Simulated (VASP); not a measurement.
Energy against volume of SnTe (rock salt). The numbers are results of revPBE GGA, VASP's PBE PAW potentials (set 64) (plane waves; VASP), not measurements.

| V (Å³/atom) | E (eV/atom) |
|---|---|
| 31.648 | -3.46698 |
| 32.658 | -3.47924 |
| 33.668 | -3.48317 |
| 34.678 | -3.48003 |
| 35.689 | -3.47088 |

Problem. Fit a third-order Birch-Murnaghan equation of state.

Solution. 
The volume per atom is 33.70 Å³/atom and the bulk modulus is 37.1 GPa. The pressure derivative of the bulk modulus is 4.42 and the lattice constant a comes out as 0.6460 nm.

Measured: bulk modulus 37.8 GPa (computed value off by -1.7 %), as given by Cormac Toher et al., Physical Review Materials (2017), arXiv:1611.05714; a 6.316 Å (computed value off by +2.3 %), as given by Ayanesh Maiti et al., Applied Physics Letters (2022), arXiv:2109.01420. The calculation is for a static lattice, while the measured bulk modulus, a hold thermal and zero-point effects, which are part of the difference.

The compound is SnTe in the rock salt structure, which distorts at low temperature. It was relaxed first, which changed the volume by +7 %.
